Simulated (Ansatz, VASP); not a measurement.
# Cross-check of PtS2 between VASP and Ansatz, part 2 of 2

One calculation is typed for both programs; each brings its own data sets. How far apart do they land? The cell is taken from a series of runs on this material, whose earlier steps may have relaxed, scaled, displaced or heated it; both programs get it as it stands.

VASP 6.6.1 and Ansatz 0.2.0.

So far: Set-up; VASP: zone-centre phonons, PBE with D3(BJ).

**3. Ansatz: zone-centre phonons, PBE with D3(BJ)**

Level of this step: Ansatz beside VASP: Kohn-Sham DFT, plane waves, PBE with D3(BJ) (Ansatz).

Ansatz runs on its PAW soft_1 files.

The same cell, functional, mesh and smearing now go to Ansatz, which takes its cutoff from its data sets.

File input.yaml:

```yaml
crystal:
  lattice:
    - [3.5481666729, 0.0, 0.0]
    - [-1.7740833364, 3.0728024756, 0.0]
    - [0.0, 0.0, 4.2805424074]
  atoms:
    - { symbol: S, position: [0.3333333333, 0.6666666667, 0.2787654293] }
    - { symbol: S, position: [0.6666666667, 0.3333333333, 0.7212345707] }
    - { symbol: Pt, position: [0.0, 0.0, 0.0] }
kpoints:
  mp_grid: { grid: [12, 12, 8] }
hamiltonian:
  xc: pbe
  dispersion: d3bj
  pseudopotentials: { kind: paw, azcp: { folder: soft_1 } }
scf:
  occupations: { method: gaussian, width: 0.01 }
output:
  eigenvalues: true
phonons:
  method: dfpt
```

Run with:

```sh
$ ansatz run input.yaml --threads 4 --pin off --max-ram 10240MiB --backend cpu --events-out ev --progress --plain --runs-dir out
```

Numbers of over 12 decimals in the logs are rounded to 6 here.

What it wrote:

```text
Engine: ansatz 0.2.0, x86_64-unknown-linux-gnu
Pseudopotentials: kind: paw
Pseudopotential: S, paw, valence charge 6, recommended cutoff 420 eV (normal), soft_1/S.paw.azcp
Pseudopotential: Pt, paw, valence charge 18, recommended cutoff 420 eV (normal), soft_1/Pt.paw.azcp
Functional definition: PBE
  parameter kappa = 0.804
  parameter beta = 0.066725
  exchange = pbe_x(kappa = kappa, mu = beta*pi^2/3)
  correlation = pbe_c(beta = beta)
Crystal: 3 atoms, lattice volume = 46.670 Å³
Basis set: ecut = 420 eV, 921 PW (Γ), exchange–correlation on 48×48×60 points (8 copies of the dense FFT grid, shifted against one another)
Bands: 19, of which v1, the nominal top of the filled ones, is band 15 counted from 1 (14 counted from 0)
Symmetry: 12 space group operations
k-points: 320 of 1152 (irreducible under 2 space group operations, time reversal used)
Non-local potential: S, projectors of the file, l = 0: 2, l = 1: 2, l = 2: 1
Non-local potential: Pt, projectors of the file, l = 0: 3, l = 1: 2, l = 2: 2, l = 3: 1
PAW form: soft (Blöchl's): semilocal exchange-correlation on the pseudo side does not see the compensation charge
PAW one-centre angular grid: S, 110 points (default); XC on 64 Gauss nodes
PAW one-centre angular grid: Pt, 590 points (default); XC on 64 Gauss nodes
Initial density: superposition of atomic densities (chi_scale 0.1, normalization cell, long waves kept (reshape's long-wave potential 0.00 eV rms))
Initial wavefunctions: pseudopotential atomic-orbital guess
Functional: x = pbe(κ = 0.804, μ = 0.219515), c = pbe(β = 0.066725)
SCF iter   1: F=—  HF=-14331.518468 eV  |F-HF|=—  |Δ(HF+E_count)|=         —  Δρ=7.96e-2  dr2=2.53e0  ethr=3.10e-3  ⟨swp⟩=6.3  Hψ=33658  notcnv=0
preconditioner: auto → Resta (q_TF=auto, 2.535 Å⁻¹)  ε∞=7.5  [insulator: Δε(μ)=0.084 eV  Ē_g=9.974 eV  σ=0.010 eV  W_gap=1.00  n_scr=20 (ndim 8)  ℏωp=25.5 eV  f_vac=0.000  D(μ)=0.00/eV (n_scr^D=0)  ε∞_Penn≈7.5]
SCF iter   2: F=—  HF=-14331.137053 eV  |F-HF|=—  |Δ(HF+E_count)|=   3.81e-1  Δρ=3.80e-2  dr2=5.18e-1  ethr=3.10e-3  ⟨swp⟩=2.3  Hψ=10662  notcnv=0
SCF iter   3: F=—  HF=-14331.056365 eV  |F-HF|=—  |Δ(HF+E_count)|=   8.07e-2  Δρ=5.11e-3  dr2=6.27e-3  ethr=1.73e-3  ⟨swp⟩=2.5  Hψ=9502  notcnv=0
SCF iter   4: F=—  HF=-14331.057547 eV  |F-HF|=—  |Δ(HF+E_count)|=   1.18e-3  Δρ=8.07e-4  dr2=2.70e-4  ethr=2.09e-5  ⟨swp⟩=2.8  Hψ=15163  notcnv=0  defer=2
SCF iter   5: F=—  HF=-14331.057647 eV  |F-HF|=—  |Δ(HF+E_count)|=   9.98e-5  Δρ=2.72e-4  dr2=3.84e-5  ethr=8.99e-7  ⟨swp⟩=2.0  Hψ=11724  notcnv=0  defer=2
SCF iter   6: F=—  HF=-14331.057649 eV  |F-HF|=—  |Δ(HF+E_count)|=   2.03e-6  Δρ=4.68e-5  dr2=1.15e-6  ethr=1.28e-7  ⟨swp⟩=2.4  Hψ=10293  notcnv=0  defer=2
SCF iter   7: F=—  HF=-14331.057653 eV  |F-HF|=—  |Δ(HF+E_count)|=   4.16e-6  Δρ=6.82e-6  dr2=2.38e-8  ethr=3.82e-9  ⟨swp⟩=2.0  Hψ=9568  notcnv=0  defer=2
SCF iter   8: F=—  HF=-14331.057653 eV  |F-HF|=—  |Δ(HF+E_count)|=   3.13e-8  Δρ=1.50e-6  dr2=9.83e-10  ethr=7.94e-11  ⟨swp⟩=2.1  Hψ=10367  notcnv=0  defer=2
SCF iter   9: F=—  HF=-14331.057653 eV  |F-HF|=—  |Δ(HF+E_count)|=  6.26e-10  Δρ=3.65e-7  dr2=8.51e-11  ethr=3.28e-12  ⟨swp⟩=2.6  Hψ=11777  notcnv=0  defer=2
SCF iter  10: F=-14331.057653 eV  HF=-14331.057653 eV  |F-HF|=9.09e-12  |Δ(HF+E_count)|=  2.00e-11  Δρ=8.37e-8  dr2=4.69e-12  ethr=1.00e-12  ⟨swp⟩=7.0  Hψ=30142  notcnv=0
SCF 1 converged in 10 iterations: F = -14331.057653 eV  dr2 = 4.69e-12
  greatest PAW one-centre occupation: 1.000 electrons in one spin orbital (limit 2), on the Pt atom at site 2 (counted from 0), in its partial waves of l = 0
DFPT response loops at Γ: preconditioner auto → Kerker (q_TF=auto, 2.535 Å⁻¹) (partly filled bands, converged f_vac=0.000); β = 1.00, the filter's whole step (`scf.mixing.beta` (0.50) is not read by the response loops under this deck's `scf.mixing.preconditioner`; to damp them name `kerker` or `kerker_dos`, under which they read `scf.mixing.beta`, and type it under 1.00, their step now; both keys bind the ground state too); Broyden in place of MSR1
SCF converged after 10 iterations
Free energy (F): -14331.057653 eV
Harris-Foulkes:  -14331.057653 eV  (|F-HF|=9.09e-12)
Internal energy: -14331.057624 eV  (E = F + TS)
E sigma→0 (E₀):  -14331.057638 eV
Entropy (-TS):   -0.000029 eV (-0.010 meV/atom)
Fermi energy:    14.469189 eV
--- Per-component energies (eV) ---
  E_band       = -233.435220
  E_kinetic    = 811.215790
  E_local      = -2477.408361  (includes V_loc(G=0)·N_el)
  E_nonlocal   = 272.560942
  E_hartree    = 968.338859
  E_xc         = -411.913970
  E_vxc        = -439.403706  (∫ρ·V_xc dr)
  E_paw        = -10700.849417  (= ΣΔE_a)
  E_vpaw       = -337.078699  (= ΣTr[D̂ρ^β])
  E_aug_tail   = 0.001086  (compensation charges beyond the density's cutoff)
  E_ewald      = -2791.489398
  E_disp       = -1.513154  (pairwise vdW)
  E_smearing   = -0.000029  (= −TS)
  E_closure    = 0.000000  (closes the sum)
  Σ components = -14331.057653   (vs F -14331.057653, Δ=0.00e0)
--- Band table (eV; the first three rows and the last of 320) ---
  k-point 0: bands = [... 11 lower, 11.9173, 12.8217, 12.8217, 14.9366, 15.0836, 15.0836, 17.4178, 19.8879]
  k-point 1: bands = [... 11 lower, 11.8848, 12.6312, 12.6312, 14.5627, 15.3713, 15.3713, 17.6701, 20.2584]
  k-point 2: bands = [... 11 lower, 11.7475, 12.2502, 12.2502, 13.7616, 16.0304, 16.0304, 18.4118, 21.0267]
  k-point 319: bands = [... 11 lower, 10.7781, 11.0530, 11.4142, 12.0961, 16.2325, 16.8038, 20.6119, 20.9845]
--- Phonons (Γ-DFPT): 4 representative perturbations + reference, on 320 of 1152 k-points (Σ response iterations 12) ---
  k mesh reduced under 2 symmetry operations, with k and −k counted as one. Each operation leaves every solved perturbation unchanged. A smaller set is not used because it would not reduce the number of displacements times k-points to solve
  ASR residual: 1.137e-5 → 0.000e0 eV/Å²; symmetrization residual: 5.019e-6 eV/Å²
  pairwise dispersion correction: d3bj (s6 = 1.0, s8 = 0.7875, a1 = 0.4289, a2_bohr = 4.4407), with the weights of each atom's references fixed at the reference crystal's, and the forces and stress that the weights' published response gives there kept as a pressure on the atom's counted neighbours (hamiltonian.dispersion)
  ASR residual per site (eV/Å²): 1.14e-5 1.14e-5 5.13e-6
  Γ frequencies (cm⁻¹): 0.00 0.00 0.00 301.42 301.42 325.68 325.68 331.14 370.00
  non-analytic LO–TO correction: not included (Born effective charges unavailable; polar crystals: no LO–TO splitting at Γ)
```

**4. Comparison**

Known differences besides the potentials themselves: the data sets hold 30 valence electrons in Ansatz (on its PAW soft_1 files) and 22 in VASP; the cutoff is 420 eV in Ansatz and 500 eV in VASP; Ansatz takes the dispersion share of the force constants at frozen C6 weights, VASP differentiates the full forces; VASP uses finite displacements, Ansatz perturbation theory. Total energies have different zeros and are not compared.

Compared:

```tsv
quantity	Ansatz	VASP	difference
optical mode 1 to 2 (cm⁻¹)	301.4	301.3	+0.03 %
optical mode 3 to 4 (cm⁻¹)	325.7	325.4	+0.08 %
optical mode 5 (cm⁻¹)	331.1	331.3	-0.04 %
optical mode 6 (cm⁻¹)	370.0	368.6	+0.38 %
```

Modes are paired by rising frequency, not by their patterns, so a pair may set unlike modes beside each other; they are those without the splitting of longitudinal modes.

**5. Summary of results**

```yaml
r_m_s_difference_of_the_optical_zone_centre_modes_each_program_s_sorted_by_frequency_zone_centre_phonons_pbe_with_d3_bj: 0.60 cm⁻¹
```

What this shows: The r.m.s. difference of the optical zone-centre modes, each program's sorted by frequency is 0.60 cm⁻¹ (zone-centre phonons, PBE with D3(BJ)). The data sets hold unlike numbers of valence electrons (30 in Ansatz and 22 in VASP), so part of the differences comes from the potentials. How closely two codes agree says nothing of how well the functional describes the real material.

[Lines on the potential files, build, host, timing and source positions are cut from VASP's logs without a mark.]

[Logs are printed without paths, hosts, clocks, repeated set-up lines and the standing remarks that a program may print on its own settings, such as how far it seeks lower states.]

[Hosts, paths, dates, database ids (printed as entryN), source tags and the programs' standing remarks are cut or masked in the printed files.]
